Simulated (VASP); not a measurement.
Computed with PBE GGA, VASP's PBE PAW potentials (set 64) (plane waves; VASP).

A VASP calculation is set up with these files.

File KPOINTS:
```
Automatic mesh
0
Gamma
6 6 6
0 0 0
```

POSCAR:
```
PtSb2
6.501180
  1.0000000000   0.0000000000   0.0000000000
  0.0000000000   1.0000000000   0.0000000000
  0.0000000000   0.0000000000   1.0000000000
Sb Pt
8 4
Cart
  0.6250000000   0.8750000000   0.1250000000
  0.1250000000   0.6250000000   0.8750000000
  0.6250000000   0.6250000000   0.6250000000
  0.3750000000   0.3750000000   0.3750000000
  0.8750000000   0.1250000000   0.6250000000
  0.8750000000   0.3750000000   0.1250000000
  0.1250000000   0.8750000000   0.3750000000
  0.3750000000   0.1250000000   0.8750000000
  0.0000000000   0.5000000000   0.5000000000
  0.5000000000   0.0000000000   0.5000000000
  0.0000000000   0.0000000000   0.0000000000
  0.5000000000   0.5000000000   0.0000000000
```

### INCAR
```
SYSTEM = PtSb2
PREC = Accurate
ENCUT = 180
EDIFF = 1E-6
NELM = 100
ALGO = Normal
LREAL = .FALSE.
LASPH = .TRUE.
ISMEAR = 1
SIGMA = 0.272
GGA = PE
LMAXMIX = 6
LWAVE = .FALSE.
LCHARG = .FALSE.
ISIF = 2
```

POTCAR, in this order: Sb Pt (PBE.64 set). Program: vasp_std.

At this cut-off the stress carries a Pulay error, which pulls relaxed volumes low. Gaps are read on the run's mesh, which can miss a band edge. Unless said otherwise, spin-orbit coupling is left out, though it shifts the bands of the heavy elements here.

Q: What does the run give for the energy per atom (σ→0), pressure, largest force, band gap (on the k-mesh)?

A: 
energy per atom (σ→0): -5.237 eV/atom
band gap (on the k-mesh): none (metal, semimetal or under 0.01 eV)
pressure: -12.57 GPa
largest force: 0.091 eV/Å

OSZICAR:
```
...
DAV:   8    -0.628528670229E+02    0.12867E+00   -0.39774E-01  2664   0.237E+00    0.874E-01
DAV:   9    -0.628388359845E+02    0.14031E-01   -0.65273E-02  2600   0.127E+00    0.236E-01
DAV:  10    -0.628394024402E+02   -0.56646E-03   -0.56057E-03  2640   0.266E-01    0.172E-01
DAV:  11    -0.628395451055E+02   -0.14267E-03   -0.28122E-04  3144   0.632E-02    0.769E-02
DAV:  12    -0.628395214124E+02    0.23693E-04   -0.10497E-04  2608   0.496E-02    0.252E-02
DAV:  13    -0.628395226715E+02   -0.12591E-05   -0.18128E-05  2648   0.143E-02    0.124E-02
DAV:  14    -0.628395218796E+02    0.79193E-06   -0.12928E-06  1560   0.558E-03
   1 F= -.62839522E+02 E0= -.62845427E+02  d E =0.177157E-01
```

The structure is a typed PtSb2 crystal. The cell was not relaxed at this level. The run is one of a series of settings (ENCUT = 180, ISMEAR = 1, SIGMA = 0.272, KPOINTS 6×6×6 Γ-centred mesh against the base run), some of them coarse on purpose.
